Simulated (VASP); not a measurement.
Level of theory: SCAN meta-GGA, VASP's PBE PAW potentials (set 64) (plane waves; VASP).

A VASP calculation is set up with these files.

**KPOINTS**
```
Automatic mesh
0
Gamma
5 5 5
0 0 0
```

File POSCAR:
```
BaZrO3
4.1223460
  0.9999999514   0.0000000000   0.0000000000
  0.0000000000   0.9999999514   0.0000000000
  0.0000000000   0.0000000000   0.9999999514
Ba Zr O
1 1 3
Cartesian
  0.0000000000   0.0000000000   0.0000000000
  0.4999999757   0.4999999757   0.4999999757
  0.4999999757   0.0000000000   0.4999999757
  0.0000000000   0.4999999757   0.4999999757
  0.4999999757   0.4999999757   0.0000000000
```

INCAR:
```
! general
SYSTEM  = BaZrO3
PREC    = Accurate
ENCUT   = 520   ! plane-wave cut-off (eV)
LREAL   = .FALSE.
LASPH   = .TRUE.   ! aspherical one-centre terms

! electronic loop
EDIFF   = 1E-7   ! SCF stop (eV)
NELM    = 100   ! most electronic steps
ALGO    = Normal   ! blocked Davidson
LMAXMIX = 4   ! l cut-off of mixed one-centre charges
LMIXTAU = .TRUE.

! smearing
ISMEAR  = 0
SIGMA   = 0.05   ! width (eV)

! functional
METAGGA = SCAN

! ions
ISIF    = 2

! output
LWAVE   = .FALSE.
LCHARG  = .FALSE.
```

POTCAR, in this order: Ba_sv Zr_sv O (PBE.64 set). Program: vasp_std.

### Question
Predict the energy per atom (σ→0), pressure.

### Answer

The energy per atom (σ→0) is -21.373 eV/atom and the pressure is 11.67 GPa.

**OSZICAR**
```
...
DAV:  24    -0.106862993770E+03    0.15277E-05   -0.11137E-07   400   0.413E-03    0.152E-03
DAV:  25    -0.106862992754E+03    0.10156E-05   -0.35283E-08   344   0.194E-03    0.685E-04
DAV:  26    -0.106862992156E+03    0.59747E-06   -0.34418E-08   320   0.159E-03    0.464E-04
DAV:  27    -0.106862991912E+03    0.24443E-06   -0.14848E-08   328   0.103E-03    0.506E-04
DAV:  28    -0.106862992241E+03   -0.32879E-06   -0.16110E-08   328   0.145E-03    0.246E-04
DAV:  29    -0.106862992407E+03   -0.16625E-06   -0.18269E-09   328   0.389E-04    0.959E-05
DAV:  30    -0.106862992479E+03   -0.72072E-07   -0.47073E-10   320   0.171E-04
   1 F= -.10686299E+03 E0= -.10686299E+03  d E =-.157053E-12
```

The compound is BaZrO3 in the cubic perovskite structure. This cell is one point of a volume scan, at 0.94 of the reference volume.
